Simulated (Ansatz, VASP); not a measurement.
## YS in two plane-wave programs

One calculation is typed for both programs; each brings its own data sets. How far apart do they land? The cell is taken from a series of runs on this material, whose earlier steps may have relaxed, scaled, displaced or heated it; both programs get it as it stands.

Program: Ansatz 0.2.0. Level of theory: plane waves, with VASP 6.6.1 beside it; relaxation of cell and atoms at PBEsol and zone-centre phonons at PBEsol. Results are calculated unless marked as measured.

### 1. The structure

Symmetry: Fm-3m, No. 225, cubic system. The conventional cell has a = 5.460 Å, b = 5.460 Å, c = 5.460 Å, α = 90.00°, β = 90.00°, γ = 90.00°. Nearest to Y lie 6 S at 2.73 Å. Nearest to S lie 6 Y at 2.73 Å. Farther neighbours and most contacts between anions are not listed.

### 2. Ansatz: relaxation of cell and atoms, PBEsol

Ansatz runs on norm-conserving files, of PseudoDojo where its log says so.

The relaxed volume is the usual yardstick between codes: in a stiff, nearly cubic crystal its relative difference is about their pressure difference at one cell divided by the bulk modulus.

input.yaml reads:

```yaml
crystal:
  lattice:
    - [0.0, 2.7298823815, 2.7298823815]
    - [2.7298823815, 0.0, 2.7298823815]
    - [2.7298823815, 2.7298823815, 0.0]
  atoms:
    - { symbol: "Y", position: [0.5, 0.5, 0.5] }
    - { symbol: S, position: [0.0, 0.0, 0.0] }
kpoints:
  mp_grid: { grid: [12, 12, 12] }
hamiltonian:
  xc: pbesol
  pseudopotentials: { kind: nc }
scf:
  occupations: { method: methfessel_paxton, width: 0.15 }
output:
  forces: true
  stress: true
  eigenvalues: true
relax:
  adjacent_minimum: "off"
  f_tol: 0.001
  max_steps: 60
  cell: { stress_tol: 0.01 }
```

On the command line:

```sh
$ ansatz run input.yaml --threads 4 --pin off --max-ram 7168MiB --backend cpu --events-out ev --progress --plain --runs-dir out
```

Numbers of over 12 decimals in the logs are rounded to 6 here.

The log of the run:

```text
Engine: ansatz 0.2.0, aarch64-unknown-linux-gnu
Pseudopotentials: kind: nc
Pseudopotential: Y, nc, valence charge 11, recommended cutoff 979.609905 eV (normal), Y.nc.azcp (PseudoDojo's, or run here from an input of PseudoDojo's: the run reads no file of this project's for it)
Pseudopotential: S, nc, valence charge 6, recommended cutoff 707.496042 eV (normal), S.nc.azcp (PseudoDojo's, or run here from an input of PseudoDojo's: the run reads no file of this project's for it)
Functional definition: PBEsol
  exchange = pbesol_x
  correlation = pbesol_c
Crystal: 2 atoms, lattice volume = 40.688 Å³
Basis set: ecut = 979.609905 eV, 2741 PW (Γ), exchange–correlation on 80×80×80 points (8 copies of the dense FFT grid, shifted against one another)
Bands: 13, of which v1, the nominal top of the filled ones, is band 9 counted from 1 (8 counted from 0)
Symmetry: 48 space group operations
Space group: Fm-3m (ITA 225), of the structure as read, at distance tolerance 3.4e-5 Å
k-points: 72 of 1728
Non-local potential: Y, projectors of the file, l = 0: 2, l = 1: 2, l = 2: 2
Non-local potential: S, projectors of the file, l = 0: 2, l = 1: 2, l = 2: 2
Initial density: superposition of atomic densities (chi_scale 0.1, normalization cell, long waves kept (reshape's long-wave potential 0.00 eV rms))
Initial wavefunctions: pseudopotential atomic-orbital guess
Functional: x = pbesol(κ = 0.804, μ = 0.123457), c = pbesol(β = 0.046)
SCF iter   1: F=—  HF=-1413.889767 eV  |F-HF|=—  |Δ(HF+E_count)|=         —  Δρ=2.48e-2  dr2=2.84e-1  ethr=3.10e-3  ⟨swp⟩=6.1  Hψ=6135  notcnv=0
preconditioner: auto → none  [insulator: Δε(μ)=0.102 eV  Ē_g=9.097 eV  σ=0.150 eV  W_gap=0.53  n_scr=14 (ndim 8)  ℏωp=17.5 eV  f_vac=0.000  D(μ)=0.39/eV (n_scr^D=0)  ε∞_Penn≈4.7]
SCF iter   2: F=—  HF=-1413.807653 eV  |F-HF|=—  |Δ(HF+E_count)|=   8.21e-2  S|Δr|=    0.00e0  Δρ=8.67e-3  dr2=3.58e-2  ethr=1.67e-3  ⟨swp⟩=3.9  Hψ=2555  notcnv=0  defer=17
SCF iter   3: F=—  HF=-1413.801268 eV  |F-HF|=—  |Δ(HF+E_count)|=   6.38e-3  S|Δr|=    0.00e0  Δρ=4.58e-3  dr2=4.96e-3  ethr=2.11e-4  ⟨swp⟩=2.1  Hψ=1187  notcnv=0  defer=17
SCF iter   4: F=—  HF=-1413.801389 eV  |F-HF|=—  |Δ(HF+E_count)|=   1.21e-4  S|Δr|=    0.00e0  Δρ=1.11e-3  dr2=3.43e-4  ethr=2.92e-5  ⟨swp⟩=1.0  Hψ=919  notcnv=0  defer=17
SCF iter   5: F=—  HF=-1413.801394 eV  |F-HF|=—  |Δ(HF+E_count)|=   4.65e-6  S|Δr|=    0.00e0  Δρ=1.48e-4  dr2=4.85e-6  ethr=2.02e-6  ⟨swp⟩=2.5  Hψ=1445  notcnv=0  defer=17
SCF iter   6: F=—  HF=-1413.801397 eV  |F-HF|=—  |Δ(HF+E_count)|=   2.87e-6  S|Δr|=    0.00e0  Δρ=1.13e-5  dr2=6.52e-8  ethr=5.88e-10  ⟨swp⟩=7.0  Hψ=6347  notcnv=0
SCF iter   7: F=-1413.801396 eV  HF=-1413.801396 eV  |F-HF|=4.64e-10  |Δ(HF+E_count)|=   1.71e-8  S|Δr|=    0.00e0  Δρ=1.62e-6  dr2=7.69e-10  ethr=3.83e-10  ⟨swp⟩=3.1  Hψ=3689  notcnv=0
SCF 1 converged in 7 iterations: F = -1413.801396 eV  dr2 = 7.69e-10
relax step   1: F+E_penalty+E_count = -1413.80139648 eV  Δ(F+E_penalty+E_count) = +0.000e0 eV  max|allowed force component| = 3.734e-29 eV/Å  Δτ_max = 0.0000 Å  P = -0.062 GPa  Ω = 40.688 Å³  (7 SCF iters, dr2 threshold 1.00e-7 eV, accepted)
[...]
relax step   2: F+E_penalty+E_count = -1413.80140172 eV  Δ(F+E_penalty+E_count) = -5.232e-6 eV  max|allowed force component| = 2.143e-29 eV/Å  Δτ_max = 0.0000 Å  P = +0.062 GPa  Ω = 40.639 Å³  energy of the carried Pulay correction = +5.176e-6 eV  (3 SCF iters, dr2 threshold 9.64e-9 eV, accepted)
[...]
relax step   3: F+E_penalty+E_count = -1413.80140380 eV  Δ(F+E_penalty+E_count) = -2.084e-6 eV  max|allowed force component| = 2.136e-29 eV/Å  Δτ_max = 0.0000 Å  P = -0.000 GPa  Ω = 40.663 Å³  energy of the carried Pulay correction = +2.594e-6 eV  (3 SCF iters, dr2 threshold 9.56e-9 eV, accepted)
[...]
relax step   4: F+E_penalty+E_count = -1413.80140048 eV  Δ(F+E_penalty+E_count) = +3.326e-6 eV  max|allowed force component| = 2.127e-29 eV/Å  Δτ_max = 0.0000 Å  P = -0.000 GPa  Ω = 40.663 Å³  stress off target by 2.55e-4 GPa  SCF on the basis re-selected at this cell (its energy is not comparable with the rows above)  (5 SCF iters)
basis re-selected at this cell: Δ(F+E_penalty+E_count) = +3.326e-6 eV, ΔP = -0.000 GPa vs the last step (what re-selecting the basis moved, of the pressure what is left beyond the Pulay correction that the steps carried, after the strain that the cell walked since its last selection, with what the two solves' SCF thresholds leave and, on support functions, any second-order correction that the steps lacked; it is no m [...]
SCF converged after 5 iterations
Stability not checked: this state was not tested for a lower state beside it, because cold or Methfessel-Paxton smearing, or corrected tetrahedra, fill the levels in a way that the test cannot read (fill_not_monotonic; see scf.lower_state_search)
Free energy (F): -1413.801400 eV
Harris-Foulkes:  -1413.801400 eV  (|F-HF|=4.55e-13)
Internal energy: -1413.803033 eV  (E = F + TS)
E sigma→0 (E₀):  -1413.801809 eV
Entropy (-TS):   0.001633 eV (0.816 meV/atom)
Fermi energy:    12.709649 eV
Step filling:    the computed levels leave a gap of 0.0410 eV = 0.3 smearing widths at the electron count; against every level under it full and every level over it empty, smearing changes F+E_penalty+E_count by +0.838 meV and its σ→0 estimate by +0.430 meV
--- Per-component energies (eV) ---
  E_band       = -71.261933
  E_kinetic    = 423.784703
  E_local      = -727.530922  (includes V_loc(G=0)·N_el)
  E_nonlocal   = 156.096150
  E_hartree    = 177.071715
  E_xc         = -304.073491
  E_vxc        = -277.755299  (∫ρ·V_xc dr)
  E_ewald      = -1139.151190
  E_smearing   = 0.001633  (= −TS)
  E_closure    = -0.000000  (closes the sum)
  Σ components = -1413.801400   (vs F -1413.801400, Δ=0.00e0)
--- Forces (eV/Å), atoms counted from 1 ---
  atom   1  Y      0.00000000    -0.00000000    -0.00000000
  atom   2  S     -0.00000000     0.00000000     0.00000000
  max |Σ_I F_I| component: 4.16e-29 eV/Å
--- Stress (GPa, compression-positive) ---
       -0.000255      -0.000000      -0.000000
       -0.000000      -0.000255      -0.000000
       -0.000000      -0.000000      -0.000255
  P = ⅓ Tr σ = -0.0003 GPa (-0.003 kbar)
--- Band table (eV; the first three rows and the last of 72) ---
  k-point 0: bands = [... 5 lower, 9.3099, 9.3099, 9.3099, 12.4821, 12.4821, 12.4821, 13.3408, 13.3408]
  k-point 1: bands = [... 5 lower, 8.8949, 9.0924, 9.0924, 12.5761, 12.6298, 12.6298, 13.6790, 13.6790]
  k-point 2: bands = [... 5 lower, 8.0084, 8.6192, 8.6192, 12.7389, 13.0191, 13.0191, 14.5548, 14.5548]
  k-point 71: bands = [... 5 lower, 7.2012, 7.4678, 7.4678, 13.5481, 13.5481, 15.5368, 16.2058, 16.6386]
--- Relaxed structure (3 steps of the walk, 3 accepted, 1 SCFs on fresh bases) ---
  F+E_penalty+E_count = -1413.80140048 eV   max|allowed force component| = 2.127e-29 eV/Å   (the final SCF, on the basis selected at the relaxed cell)
  cell:  # Å, volume = 40.6632 Å³
    - [0, 2.729338, 2.729338]
    - [2.729338, 0, 2.729338]
    - [2.729338, 2.729338, 0]
  atoms:
    - { symbol: Y, position: [0.5, 0.5, 0.5] }
    - { symbol: S, position: [0, 0, 0] }
```

### 3. VASP: relaxation of cell and atoms, PBEsol

The same cell, functional, mesh and smearing now go to VASP, with its own data sets.

Lines of VASP's logs that name or quote its potential files are left out, and so is its time.

INCAR reads:

```
SYSTEM = YS
PREC = Accurate
ENCUT = 500
EDIFF = 1E-07
NELM = 120
ISMEAR = 1
SIGMA = 0.15
LREAL = .FALSE.
ALGO = Normal
GGA = PS
NBANDS = 14
LASPH = .TRUE.
LORBIT = 11
LWAVE = .FALSE.
LCHARG = .FALSE.
ISIF = 3
IBRION = 2
NSW = 80
EDIFFG = -0.005
GGA_COMPAT = .FALSE.
NELMIN = 4
KPAR = 2
```

POSCAR reads:

```
YS
1.0
    0.0000000000      2.7298820000      2.7298820000
    2.7298820000      0.0000000000      2.7298820000
    2.7298820000      2.7298820000      0.0000000000
Y S
1 1
Direct
    0.5000000000      0.5000000000      0.5000000000
    0.0000000000      0.0000000000      0.0000000000
```

KPOINTS reads:

```
Automatic mesh
0
Gamma
12 12 12
0 0 0
```

Potentials, in the order of the species: Y_sv and S (PBE family, release 64).

On the command line:

```sh
$ mpirun -np 2 vasp_std
```

The log of the run:

```text
[banner, memory and clock lines left out]
running    2 mpi-ranks, on    1 nodes
 distrk:  each k-point on    1 cores,    2 groups
 distr:  one band on    1 cores,    1 groups

 POSCAR found type information on POSCAR Y S
 POSCAR found :  2 types and       2 ions
|                                                                             |
|               ----> ADVICE to this user running VASP <----                  |
|                                                                             |
|     You enforced a specific xc type in the INCAR file but a different       |
|     [... a line on the potential file left out ...]
|     I HOPE YOU KNOW WHAT YOU ARE DOING!                                     |
|                                                                             |

 LDA part: xc-table for (Slater+PW92), standard interpolation
 POSCAR, INCAR and KPOINTS ok, starting setup
 FFT: planning ... GRIDC
 FFT: planning ... GRID_SOFT
 FFT: planning ... GRID
 WAVECAR not read
 entering main loop
       N       E                     dE             d eps       ncg     rms          rms(c)
DAV:   1     0.576769858445E+02    0.57677E+02   -0.77009E+03  2016   0.105E+03
DAV:   2    -0.120189110093E+02   -0.69696E+02   -0.65342E+02  2594   0.229E+02
DAV:   3    -0.161169936068E+02   -0.40981E+01   -0.40705E+01  3280   0.425E+01
DAV:   4    -0.162240791500E+02   -0.10709E+00   -0.10700E+00  2344   0.659E+00
DAV:   5    -0.162271650797E+02   -0.30859E-02   -0.30858E-02  2898   0.849E-01    0.277E+01
DAV:   6    -0.155434071421E+02    0.68376E+00   -0.12284E+00  2442   0.705E+00    0.201E+01
DAV:   7    -0.154919186779E+02    0.51488E-01   -0.50455E-01  2980   0.466E+00    0.599E+00
DAV:   8    -0.154797794262E+02    0.12139E-01   -0.98276E-02  2370   0.208E+00    0.468E-01
DAV:   9    -0.154791315769E+02    0.64785E-03   -0.63267E-03  2256   0.560E-01    0.196E-01
DAV:  10    -0.154791127816E+02    0.18795E-04   -0.24286E-04  2620   0.140E-01    0.120E-01
DAV:  11    -0.154791138355E+02   -0.10539E-05   -0.14068E-04  2484   0.885E-02    0.858E-02
DAV:  12    -0.154791081947E+02    0.56408E-05   -0.20024E-05  2322   0.358E-02    0.258E-02
DAV:  13    -0.154791082420E+02   -0.47364E-07   -0.18311E-06  2604   0.109E-02    0.605E-03
DAV:  14    -0.154791083064E+02   -0.64390E-07   -0.51225E-07  2376   0.572E-03
   1 F= -.15479108E+02 E0= -.15479638E+02  d E =-.154791E+02
 curvature:   0.00 expect dE= 0.000E+00 dE for cont linesearch  0.000E+00
 trial: gam= 0.00000 g(F)=  0.719E-60 g(S)=  0.659E-04 ort = 0.000E+00 (trialstep = 0.100E+01)
 search vector abs. value=  0.659E-04
 bond charge predicted
       N       E                     dE             d eps       ncg     rms          rms(c)
DAV:   1    -0.154795350512E+02   -0.42681E-03   -0.86131E-03  2930   0.672E-01    0.195E-01
DAV:   2    -0.154791894494E+02    0.34560E-03   -0.76260E-04  2634   0.213E-01    0.993E-02
DAV:   3    -0.154790892864E+02    0.10016E-03   -0.51273E-04  3176   0.133E-01    0.731E-02
DAV:   4    -0.154791027614E+02   -0.13475E-04   -0.19709E-05  2418   0.346E-02    0.330E-02
DAV:   5    -0.154791103530E+02   -0.75916E-05   -0.16266E-05  3026   0.151E-02    0.607E-03
DAV:   6    -0.154791108498E+02   -0.49680E-06   -0.54831E-07  2388   0.486E-03    0.382E-03
DAV:   7    -0.154791114036E+02   -0.55375E-06   -0.19011E-07  2892   0.265E-03    0.117E-03
DAV:   8    -0.154791114853E+02   -0.81741E-07   -0.16142E-08  1206   0.938E-04
   2 F= -.15479111E+02 E0= -.15479646E+02  d E =-.317889E-05
 trial-energy change:   -0.000003  1 .order   -0.000003   -0.000066    0.000061
 step:   0.5275(harm=  0.5202)  dis= 0.00000  next Energy=   -15.479126 (dE=-0.175E-04)
 bond charge predicted
       N       E                     dE             d eps       ncg     rms          rms(c)
DAV:   1    -0.154792210305E+02   -0.10963E-03   -0.19220E-03  2936   0.318E-01    0.919E-02
DAV:   2    -0.154791457405E+02    0.75290E-04   -0.17090E-04  2628   0.101E-01    0.473E-02
DAV:   3    -0.154791238434E+02    0.21897E-04   -0.11469E-04  3174   0.628E-02    0.347E-02
DAV:   4    -0.154791254458E+02   -0.16024E-05   -0.44692E-06  2400   0.165E-02    0.157E-02
DAV:   5    -0.154791257828E+02   -0.33696E-06   -0.36423E-06  3034   0.718E-03    0.285E-03
DAV:   6    -0.154791257608E+02    0.21943E-07   -0.11700E-07  2016   0.225E-03
   3 F= -.15479126E+02 E0= -.15479658E+02  d E =-.174544E-04
 curvature:  -0.26 expect dE=-0.442E-09 dE for cont linesearch -0.442E-09
 trial: gam= 0.00000 g(F)=  0.155E-59 g(S)=  0.170E-08 ort =-0.335E-06 (trialstep = 0.905E+00)
 search vector abs. value=  0.180E-08
 reached required accuracy - stopping structural energy minimisation
```

From OUTCAR (step 3):

```text
ion  position               nearest neighbor table
   1  0.500  0.500  0.500-   2 2.73   2 2.73   2 2.73   2 2.73   2 2.73   2 2.73
   2  0.000  0.000  0.000-   1 2.73   1 2.73   1 2.73   1 2.73   1 2.73   1 2.73

  LATTYP: Found a face centered cubic cell.
 ALAT       =     5.4597640000

 Subroutine GETGRP returns: Found 48 space group operations
 (whereof 48 operations were pure point group operations)

The static configuration has the point symmetry O_h .

 Found     72 irreducible k-points:

   k-points           NKPTS =     72   k-points in BZ     NKDIM =     72   number of bands    NBANDS=     14

   dimension x,y,z NGX =    28 NGY =   28 NGZ =   28
   dimension x,y,z NGXF=    56 NGYF=   56 NGZF=   56

   ENCUT  =  500.0 eV  36.75 Ry    6.06 a.u.   7.04  7.04  7.04*2*pi/ulx,y,z

   NELECT =      17.0000    total number of electrons

 k-points in reciprocal lattice and weights: Automatic mesh
   0.00000000  0.00000000  0.00000000       0.001
   0.08333333  0.00000000  0.00000000       0.005
   0.16666667  0.00000000  0.00000000       0.005
   0.25000000  0.00000000  0.00000000       0.005
   0.33333333  0.00000000  0.00000000       0.005
   0.41666667  0.00000000  0.00000000       0.005
   0.50000000  0.00000000  0.00000000       0.002
   0.08333333  0.08333333  0.00000000       0.003
   0.16666667  0.08333333  0.00000000       0.014
[...]
-0.33333333  0.50000000  0.16666667       0.007
  -0.25000000  0.50000000  0.25000000       0.003

 average (electrostatic) potential at core
       1 -34.1789       2 -86.1932

 E-fermi :   6.8792

 k-point     1 :       0.0000    0.0000    0.0000
  band No.  band energies     occupation
    ...
      7       3.4752      2.00000
      8       3.4752      2.00000
      9       6.6537      2.05498
     10       6.6537      2.05498
     11       6.6537      2.05498
     12       7.5168     -0.00000
     13       7.5168     -0.00000
     14       8.2478     -0.00000

 k-point     2 :       0.0833    0.0000    0.0000
  band No.  band energies     occupation
    ...
      7       3.2579      2.00000
      8       3.2579      2.00000
      9       6.7469      2.01633
     10       6.8013      1.76131
     11       6.8013      1.76131
     12       7.8560     -0.00000
     13       7.8560     -0.00000
     14       8.6343     -0.00000

 k-point     3 :       0.1667    0.0000    0.0000
  band No.  band energies     occupation
    ...
      5      -7.9682      2.00000
      6       2.1725      2.00000
      7       2.7850      2.00000
      8       2.7850      2.00000
      9       6.9084      0.67793
     10       7.1905     -0.01246
     11       7.1905     -0.01246
     12       8.7348     -0.00000
     13       8.7348     -0.00000
     14       9.5779     -0.00000

  Total        0.0001533      0.0001533      0.0001533      0.0000000      0.0000000      0.0000000
  in kB        0.0060417      0.0060417      0.0060417      0.0000000      0.0000000      0.0000000
  external PRESSURE =       0.0060417 kB  Pullay stress =       0.0000000 kB

  energy-cutoff  :      500.00
  volume of cell :       40.64
      direct lattice vectors                 reciprocal lattice vectors
    -0.000000000  2.728833519  2.728833519    -0.183228473  0.183228473  0.183228473
     2.728833519 -0.000000000  2.728833519     0.183228473 -0.183228473  0.183228473
     2.728833519  2.728833519 -0.000000000     0.183228473  0.183228473 -0.183228473

 POSITION                                       TOTAL-FORCE (eV/Angst)
 -----------------------------------------------------------------------------------
      2.72883      2.72883      2.72883        -0.000000      0.000000      0.000000
      0.00000     -0.00000      0.00000         0.000000     -0.000000     -0.000000
 -----------------------------------------------------------------------------------
    total drift:                                0.000000      0.000000      0.000000

  FREE ENERGIE OF THE ION-ELECTRON SYSTEM (eV)
  ---------------------------------------------------
  free  energy   TOTEN  =       -15.4791257608 eV

  energy  without entropy=      -15.4807219291  energy(sigma->0) =      -15.47965782

 reached required accuracy - stopping structural energy minimisation

 total charge
# of ion       s       p       d       f       tot
--------------------------------------------------
    1        2.153   6.342   1.160   0.068   9.723
    2        1.307   2.457   0.000   0.000   3.764
--------------------------------------------------
tot          3.460   8.799   1.160   0.068  13.487

[... 3 further parts left out ...]
```

CONTCAR:

```
YS
   1.00000000000000
    -0.0000000000000000    2.7288335185515811    2.7288335185515811
     2.7288335185515811   -0.0000000000000000    2.7288335185515811
     2.7288335185515811    2.7288335185515811   -0.0000000000000000
  Y               S
     1     1
Direct
     0.5000000000000000    0.5000000000000000    0.5000000000000000
     0.0000000000000000    0.0000000000000000    0.0000000000000000
```

### 4. Side by side

Known differences besides the potentials themselves: the cutoff is 979.61 eV in Ansatz and 500 eV in VASP; Ansatz adds a Pulay correction to the stress that steers its cell, VASP none. Total energies have different zeros and are not compared.

The two programs side by side:

```
                                         quantity  Ansatz   VASP  difference
                                      volume (Å³)   40.66  40.64     +0.06 %
edge a after relaxation, in the typed setting (Å)   3.860  3.859     +0.02 %
```

(Continued in part 2 of 2.)

[Lines on the potential files, build, host, timing and source positions are cut from VASP's logs without a mark.]

[Logs are printed without paths, hosts, clocks, repeated set-up lines and the standing remarks that a program may print on its own settings, such as how far it seeks lower states.]

[Hosts, paths, dates, database ids (printed as entryN), source tags and the programs' standing remarks are cut or masked in the printed files.]
